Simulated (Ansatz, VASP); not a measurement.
# Cross-check of InGaN2 ([0001] superlattice of 1 + 1 bilayers (invented)) between VASP and Ansatz, part 2 of 2

Aim: how closely do two programs agree when they are given the same cell, functional and k mesh? The cell is generated by rule, not measured, and may not be a known phase. The cell is taken from a series of runs on this material, whose earlier steps may have relaxed, scaled, displaced or heated it; both programs get it as it stands.

VASP 6.6.1 and Ansatz 0.2.0.

So far: Starting point; Ansatz: relaxation of cell and atoms, r2SCAN, pair 1.

### 3. VASP: relaxation of cell and atoms, r2SCAN, pair 1

Level of this step: r2SCAN; plane waves and PAW (Ga_d, In_d, N); invented cell (VASP).

The same cell, functional and mesh now go to VASP, with its own data sets.

Lines of VASP's logs that name or quote its potential files are left out, and so is its time.

The input, INCAR:

```
SYSTEM = InGaN2
PREC = Accurate
ENCUT = 660
EDIFF = 1E-07
NELM = 120
ISMEAR = 0
SIGMA = 0.01
LREAL = .FALSE.
ALGO = Normal
METAGGA = R2SCAN
LASPH = .TRUE.
NBANDS = 24
LORBIT = 11
LWAVE = .FALSE.
LCHARG = .FALSE.
ISIF = 3
IBRION = 2
NSW = 80
EDIFFG = -0.005
GGA_COMPAT = .FALSE.
NELMIN = 4
EFERMI = MIDGAP
LMIXTAU = .TRUE.
KPAR = 2
```

The input, POSCAR:

```
InGaN2
1.0
    3.3596110000      0.0000000000      0.0000000000
   -1.6798060000      2.9095090000      0.0000000000
    0.0000000000      0.0000000000      5.5052170000
Ga In N
1 1 2
Direct
    0.3333333180      0.6666664375      0.0024431371
    0.6666668078      0.3333332188      0.5002785540
    0.3333333180      0.6666664375      0.3516667917
    0.6666668078      0.3333332188      0.8956113810
```

The input, KPOINTS:

```
Automatic mesh
0
Gamma
9 9 4
0 0 0
```

Potentials, in the order of the species: Ga_d, In_d and N (PBE family, release 64).

Launch:

```bash
> mpirun -np 2 vasp_std
```

Numbers of over 12 decimals in the logs are rounded to 6 here.

The log of the run:

```text
[banner, memory and clock lines left out]
running    2 mpi-ranks, on    1 nodes
 distrk:  each k-point on    1 cores,    2 groups
 distr:  one band on    1 cores,    1 groups

 POSCAR found type information on POSCAR GaInN
 POSCAR found :  3 types and       4 ions
|                                                                             |
|               ----> ADVICE to this user running VASP <----                  |
|                                                                             |
|     You enforced a specific xc type in the INCAR file but a different       |
|     [... a line on the potential file left out ...]
|     I HOPE YOU KNOW WHAT YOU ARE DOING!                                     |
|                                                                             |

 LDA part: xc-table for (None), standard interpolation
 POSCAR, INCAR and KPOINTS ok, starting setup
 FFT: planning ... GRIDC
 FFT: planning ... GRID_SOFT
 FFT: planning ... GRID
 WAVECAR not read
 entering main loop
       N       E                     dE             d eps       ncg     rms          rms(c)
DAV:   1     0.312998934256E+03    0.31300E+03   -0.21318E+04  2104   0.291E+03
DAV:   2    -0.165031925488E+02   -0.32950E+03   -0.31669E+03  2136   0.571E+02
DAV:   3    -0.628636022165E+02   -0.46360E+02   -0.45765E+02  2568   0.189E+02
DAV:   4    -0.647337044532E+02   -0.18701E+01   -0.18645E+01  2512   0.413E+01
DAV:   5    -0.647898093752E+02   -0.56105E-01   -0.56073E-01  2744   0.647E+00    0.144E+01
DAV:   6    -0.549905100026E+02    0.97993E+01   -0.13155E+01  3680   0.666E+01    0.865E+00
DAV:   7    -0.528866023424E+02    0.21039E+01   -0.18842E+00  2160   0.120E+01    0.280E+00
DAV:   8    -0.533307674341E+02   -0.44417E+00   -0.56230E-01  2104   0.787E+00    0.218E+00
DAV:   9    -0.532787105437E+02    0.52057E-01   -0.28811E-01  2424   0.745E+00    0.357E-01
DAV:  10    -0.535074837308E+02   -0.22877E+00   -0.16844E-01  2456   0.486E+00    0.207E-01
DAV:  11    -0.535135993887E+02   -0.61157E-02   -0.11244E-02  2536   0.106E+00    0.183E-01
DAV:  12    -0.535186395381E+02   -0.50401E-02   -0.43212E-03  2680   0.890E-01    0.772E-02
DAV:  13    -0.535195692632E+02   -0.92973E-03   -0.11861E-03  2584   0.543E-01    0.260E-02
DAV:  14    -0.535198416128E+02   -0.27235E-03   -0.31938E-04  2608   0.249E-01    0.164E-02
DAV:  15    -0.535198921199E+02   -0.50507E-04   -0.12768E-04  2640   0.128E-01    0.104E-02
DAV:  16    -0.535199380218E+02   -0.45902E-04   -0.11715E-05  2704   0.370E-02    0.754E-03
DAV:  17    -0.535199228735E+02    0.15148E-04   -0.23277E-06  2552   0.263E-02    0.631E-03
DAV:  18    -0.535199538562E+02   -0.30983E-04   -0.89184E-06  2152   0.339E-02    0.128E-03
DAV:  19    -0.535199552400E+02   -0.13839E-05   -0.83774E-07  2760   0.110E-02    0.789E-04
DAV:  20    -0.535199551792E+02    0.60829E-07   -0.72292E-08  1720   0.295E-03
   1 F= -.53519955E+02 E0= -.53519955E+02  d E =-.535200E+02
[...]
2 F= -.53520010E+02 E0= -.53520010E+02  d E =-.544343E-04
[...]
3 F= -.53520385E+02 E0= -.53520385E+02  d E =-.429551E-03
[...]
4 F= -.53520384E+02 E0= -.53520384E+02  d E =-.428736E-03
[...]
5 F= -.53520418E+02 E0= -.53520418E+02  d E =-.344457E-04
[...]
6 F= -.53520416E+02 E0= -.53520416E+02  d E =-.316625E-04
[...]
7 F= -.53520418E+02 E0= -.53520418E+02  d E =-.340762E-04
 curvature:  -0.35 expect dE=-0.962E-06 dE for cont linesearch -0.274E-07
 ZBRENT: interpolating
 opt :   1.0325  next Energy=   -53.520418 (dE=-0.341E-04)
 bond charge predicted
       N       E                     dE             d eps       ncg     rms          rms(c)
DAV:   1    -0.535204182065E+02   -0.22507E-06   -0.11267E-05  2064   0.238E-02    0.132E-03
DAV:   2    -0.535204181927E+02    0.13767E-07   -0.36055E-07  2576   0.640E-03    0.693E-04
DAV:   3    -0.535204183150E+02   -0.12230E-06   -0.48828E-08  1120   0.262E-03    0.358E-04
DAV:   4    -0.535204183188E+02   -0.37862E-08   -0.17574E-08  1040   0.179E-03
   8 F= -.53520418E+02 E0= -.53520418E+02  d E =-.344034E-04
 curvature:  -0.45 expect dE=-0.123E-05 dE for cont linesearch -0.350E-07
 trial: gam= 0.00573 g(F)=  0.239E-05 g(S)=  0.332E-06 ort = 0.245E-05 (trialstep = 0.933E+00)
 search vector abs. value=  0.275E-05
 reached required accuracy - stopping structural energy minimisation
```

Parts of OUTCAR (step 3):

```text
ion  position               nearest neighbor table
   1  0.333  0.667  0.002-   3 1.92   4 2.03   4 2.03   4 2.03   2 3.36   2 3.36   2 3.36   2 3.38
                             2 3.38   2 3.38
   2  0.667  0.333  0.500-   3 2.11   3 2.11   3 2.11   4 2.18   1 3.36   1 3.36   1 3.36   1 3.38
                             1 3.38   1 3.38
   3  0.333  0.667  0.352-   1 1.92   2 2.11   2 2.11   2 2.11
   4  0.667  0.333  0.896-   1 2.03   1 2.03   1 2.03   2 2.18

  LATTYP: Found a hexagonal cell.
 ALAT       =     3.3596110000
 C/A-ratio  =     1.6386471529

 Subroutine GETGRP returns: Found  6 space group operations
 (whereof  6 operations were pure point group operations)

The static configuration has the point symmetry C_3v.

 Found     43 irreducible k-points:

   k-points           NKPTS =     43   k-points in BZ     NKDIM =     43   number of bands    NBANDS=     24

   dimension x,y,z NGX =    28 NGY =   28 NGZ =   48
   dimension x,y,z NGXF=    56 NGYF=   56 NGZF=   96

   ENCUT  =  660.0 eV  48.51 Ry    6.96 a.u.   7.04  7.04 11.53*2*pi/ulx,y,z

   NELECT =      36.0000    total number of electrons

 k-points in reciprocal lattice and weights: Automatic mesh
   0.00000000  0.00000000  0.00000000       0.003
   0.11111111 -0.00000000  0.00000000       0.019
   0.22222222  0.00000000  0.00000000       0.019
   0.33333333  0.00000000  0.00000000       0.019
   0.44444444  0.00000000  0.00000000       0.019
   0.11111111  0.11111111  0.00000000       0.019
   0.22222222  0.11111111  0.00000000       0.037
   0.33333333  0.11111111  0.00000000       0.037
   0.44444444  0.11111111  0.00000000       0.019
[...]
0.33333333  0.22222222  0.50000000       0.037
   0.33333333  0.33333333  0.50000000       0.006

 average (electrostatic) potential at core
       1 -67.8595       2 -99.2153       3 -64.1128       4 -64.5280

 E-fermi :   6.2087

 k-point     1 :       0.0000    0.0000    0.0000
  band No.  band energies     occupation
    ...
     14       4.6391      2.00000
     15       4.6391      2.00000
     16       5.5662      2.00000
     17       5.8789      2.00000
     18       5.8789      2.00000
     19       6.5385      0.00000
     20       9.6610      0.00000
     21      13.9871      0.00000
     22      15.5656      0.00000
     23      15.5656      0.00000
    ...

 k-point     2 :       0.1111   -0.0000    0.0000
  band No.  band energies     occupation
    ...
     14       3.7740      2.00000
     15       4.4307      2.00000
     16       4.8424      2.00000
     17       5.5463      2.00000
     18       5.7774      2.00000
     19       7.5673      0.00000
     20      10.2757      0.00000
     21      13.9512      0.00000
     22      14.8216      0.00000
     23      15.8796      0.00000
    ...

 k-point     3 :       0.2222    0.0000    0.0000
  band No.  band energies     occupation
    ...
     14       2.2792      2.00000
     15       3.5041      2.00000
     16       3.9538      2.00000
     17       5.2134      2.00000
     18       5.5065      2.00000
     19       8.7510      0.00000
     20      11.2271      0.00000
     21      13.2340      0.00000
     22      14.2357      0.00000
     23      15.6140      0.00000
    ...

  Total        0.0017754      0.0017754     -0.0046052     -0.0000000     -0.0000000     -0.0000000
  in kB        0.0526436      0.0526436     -0.1365533     -0.0000000     -0.0000000     -0.0000000
  external PRESSURE =      -0.0104220 kB  Pullay stress =       0.0000000 kB

  energy-cutoff  :      660.00
  volume of cell :       54.03
      direct lattice vectors                 reciprocal lattice vectors
     3.364651199 -0.000000001 -0.000000000     0.297207627  0.171592924  0.000000000
    -1.682326101  2.913873943  0.000000000     0.000000000  0.343185745  0.000000000
    -0.000000000 -0.000000000  5.511202855     0.000000000 -0.000000000  0.181448592

 POSITION                                       TOTAL-FORCE (eV/Angst)
 -----------------------------------------------------------------------------------
     -0.00000      1.94258      0.01407        -0.000000      0.000000     -0.004261
      1.68233      0.97129      2.75607        -0.000000      0.000000     -0.002641
     -0.00000      1.94258      1.94029        -0.000000     -0.000000      0.004008
      1.68233      0.97129      4.93417         0.000000     -0.000000      0.002894
 -----------------------------------------------------------------------------------
    total drift:                               -0.000859      0.000890      0.011613

  FREE ENERGIE OF THE ION-ELECTRON SYSTEM (eV)
  ---------------------------------------------------
  free  energy   TOTEN  =       -53.5204183188 eV

  energy  without entropy=      -53.5204183188  energy(sigma->0) =      -53.52041832

 reached required accuracy - stopping structural energy minimisation

 total charge
# of ion       s       p       d       tot
------------------------------------------
    1        0.740   0.780  10.147  11.667
    2        0.761   0.876  10.029  11.665
    3        1.240   2.507   0.000   3.747
    4        1.236   2.435   0.000   3.671
--------------------------------------------------
tot          3.977   6.597  20.175  30.750

[... 3 further parts left out ...]
```

The run keeps the 6 symmetry operations of its start, so it cannot find a distortion of lower symmetry.

### 4. Side by side

Known differences besides the potentials themselves: VASP keeps PBE cores, Ansatz makes them for the functional; fixed occupations in Ansatz, narrow Gaussian smearing in VASP; the cutoff is 600 eV in Ansatz and 660 eV in VASP; Ansatz adds a Pulay correction to the stress that steers its cell, VASP none. Total energies have different zeros and are not compared.

The two programs side by side:

| quantity | Ansatz | VASP | difference |
| --- | --- | --- | --- |
| volume (Å³) | 53.81 | 54.03 | -0.41 % |
| edge a after relaxation, in the typed setting (Å) | 3.360 | 3.365 | -0.15 % |
| edge c after relaxation, in the typed setting (Å) | 5.505 | 5.511 | -0.11 % |

### 5. VASP: relaxation of cell and atoms, r2SCAN, pair 2

The relaxed volume is the usual yardstick between codes: in a stiff, nearly cubic crystal its relative difference is about their pressure difference at one cell divided by the bulk modulus.

Changes to INCAR since step 3:

```diff
@@ -6,3 +6,3 @@
 ISMEAR = 0
-SIGMA = 0.01
+SIGMA = 0.02
 LREAL = .FALSE.
```

The input, POSCAR:

```
InGaN2
1.0
    3.3601800000      0.0000000000      0.0000000000
   -1.6800900000      2.9100010000      0.0000000000
    0.0000000000      0.0000000000      5.5032120000
Ga In N
1 1 2
Direct
    0.3333333906      0.6666667812      0.0022981124
    0.6666666094      0.3333332188      0.5000481537
    0.3333333906      0.6666667812      0.3518036376
    0.6666666094      0.3333332188      0.8958500963
```

KPOINTS is that of step 3.

Launch:

```bash
> mpirun -np 2 vasp_std
```

The log of the run:

```text
[banner, memory and clock lines left out]
running    2 mpi-ranks, on    1 nodes
[...]
[... a notice as in an earlier step ...]

 LDA part: xc-table for (None), standard interpolation
 POSCAR, INCAR and KPOINTS ok, starting setup
[...]
entering main loop
       N       E                     dE             d eps       ncg     rms          rms(c)
DAV:   1     0.315820911150E+03    0.31582E+03   -0.21401E+04  2112   0.292E+03
DAV:   2    -0.169843675723E+02   -0.33281E+03   -0.31975E+03  2216   0.578E+02
DAV:   3    -0.628314235233E+02   -0.45847E+02   -0.45097E+02  2544   0.189E+02
DAV:   4    -0.647372204270E+02   -0.19058E+01   -0.19002E+01  2512   0.415E+01
[...]
DAV:  18    -0.535199167352E+02   -0.41599E-04   -0.12956E-05  2144   0.394E-02    0.187E-03
DAV:  19    -0.535199182513E+02   -0.15161E-05   -0.99312E-07  2808   0.123E-02    0.706E-04
DAV:  20    -0.535199181835E+02    0.67795E-07   -0.77284E-08  1688   0.289E-03
   1 F= -.53519918E+02 E0= -.53519918E+02  d E =-.535199E+02
[... from here on, the cycles between the ionic steps are left out ...]
   2 F= -.53520006E+02 E0= -.53520006E+02  d E =-.874352E-04
   3 F= -.53520381E+02 E0= -.53520381E+02  d E =-.463311E-03
   4 F= -.53520381E+02 E0= -.53520381E+02  d E =-.462343E-03
   5 F= -.53520418E+02 E0= -.53520418E+02  d E =-.370487E-04
 trial-energy change:   -0.000037  1 .order   -0.000040   -0.000075   -0.000006
 step:   1.0153(harm=  0.9838)  dis= 0.00098  next Energy=   -53.520418 (dE=-0.374E-04)
 reached required accuracy - stopping structural energy minimisation
```

From OUTCAR (step 5):

```text
  Total       -0.0016280     -0.0016280      0.0029698     -0.0000000      0.0000000      0.0000000
  in kB       -0.0482724     -0.0482724      0.0880588     -0.0000000      0.0000000      0.0000000
  external PRESSURE =      -0.0028287 kB  Pullay stress =       0.0000000 kB

 POSITION                                       TOTAL-FORCE (eV/Angst)
 -----------------------------------------------------------------------------------
      0.00000      1.94278      0.01377        -0.000000     -0.000000     -0.000100
      1.68250      0.97139      2.75532         0.000000      0.000000     -0.000409
      0.00000      1.94278      1.94011        -0.000000     -0.000000      0.003005
      1.68250      0.97139      4.93367        -0.000000      0.000000     -0.002496
 -----------------------------------------------------------------------------------
    total drift:                               -0.000002     -0.000020      0.011715

  FREE ENERGIE OF THE ION-ELECTRON SYSTEM (eV)
  ---------------------------------------------------
  free  energy   TOTEN  =       -53.5204175750 eV

  energy  without entropy=      -53.5204175750  energy(sigma->0) =      -53.52041757

[... 2 parts as in an earlier step ...]

[... 2 further parts left out ...]
[key lines of the parts left out:]
E-fermi :   6.2083
```

### 6. Ansatz: relaxation of cell and atoms, r2SCAN, pair 2

The same cell, functional, mesh and smearing now go to Ansatz.

The cell is taken from a series of runs on this material, whose earlier steps may have relaxed, scaled, displaced or heated it; both programs get it as it stands.

The input, input.yaml:

```yaml
crystal:
  lattice:
    - [3.3601795007, 0.0, 0.0]
    - [-1.6800897504, 2.9100008089, 0.0]
    - [0.0, 0.0, 5.5032117302]
  atoms:
    - { symbol: Ga, position: [0.3333333333, 0.6666666667, 0.0022980355] }
    - { symbol: In, position: [0.6666666667, 0.3333333333, 0.5000481087] }
    - { symbol: "N", position: [0.3333333333, 0.6666666667, 0.3518036839] }
    - { symbol: "N", position: [0.6666666667, 0.3333333333, 0.8958501719] }
kpoints:
  mp_grid: { grid: [9, 9, 4] }
hamiltonian:
  xc: r2scan
  pseudopotentials: { kind: paw, azcp: { folder: soft_1 } }
scf:
  occupations: { method: gaussian, width: 0.02 }
output:
  forces: true
  stress: true
  eigenvalues: true
  write_density: true
  write_potential: true
  elf: true
  volumetric_format: npy
basis:
  ecutwfc: 600.0
relax:
  adjacent_minimum: "off"
  f_tol: 0.005
  max_steps: 80
  cell: { stress_tol: 0.05 }
```

Launch:

```bash
> ansatz run input.yaml --threads 4 --pin off --max-ram 9216MiB --backend cpu --events-out ev --progress --plain --runs-dir out
```

The log of the run:

```text
[...]
Crystal: 4 atoms, lattice volume = 53.811 Å³
Basis set: ecut = 600 eV, 1785 PW (Γ), exchange–correlation on 108×108×180 points (64 copies of the dense FFT grid, shifted against one another)
Bands: 22, of which v1, the nominal top of the filled ones, is band 18 counted from 1 (17 counted from 0)
Symmetry: 6 space group operations
[...]
cell:  # Å, volume = 53.8125 Å³
    - [3.359611, 2.886258735147748e-11, 0]
    - [-1.679806, 2.909509, 0]
    - [-1.3482292505877716e-19, 0, 5.505217]
  atoms:
    - { symbol: Ga, position: [0.333333, 0.666667, 0.00244321] }
    - { symbol: In, position: [0.666667, 0.333333, 0.500278] }
    - { symbol: N, position: [0.333333, 0.666667, 0.351667] }
    - { symbol: N, position: [0.666667, 0.333333, 0.895611] }
[key lines of the parts left out:]
SCF converged after 3 iterations
Free energy (F): -10172.943717 eV
Fermi energy:    9.857014 eV
P = ⅓ Tr σ = 0.0000 GPa (0.000 kbar)
```

### 7. Comparison

The two programs side by side:

| quantity | Ansatz | VASP | difference |
| --- | --- | --- | --- |
| volume (Å³) | 53.81 | 54.03 | -0.41 % |
| edge a after relaxation, in the typed setting (Å) | 3.360 | 3.365 | -0.16 % |
| edge c after relaxation, in the typed setting (Å) | 5.505 | 5.510 | -0.09 % |

### 8. Outcome

| Quantity | Value |
| --- | --- |
| difference in volume (relaxation of cell and atoms, r2SCAN, pair 1) | -0.41 % |
| difference in volume (relaxation of cell and atoms, r2SCAN, pair 2) | -0.41 % |

In words: The difference in volume is -0.41 % (relaxation of cell and atoms, r2SCAN, pair 2), within the 1.2 % picked in this series as the mark of a large difference, as far as the stopping tolerances let one tell. 1 further run of this series is not shown here. Such differences can come from data sets, numerical settings and the points named under the comparisons, not from the functional's error against experiment.

[Lines on the potential files, build, host, timing and source positions are cut from VASP's logs without a mark.]

[Logs are printed without paths, hosts, clocks, repeated set-up lines and the standing remarks that a program may print on its own settings, such as how far it seeks lower states.]

[Hosts, paths, dates, database ids (printed as entryN), source tags and the programs' standing remarks are cut or masked in the printed files.]
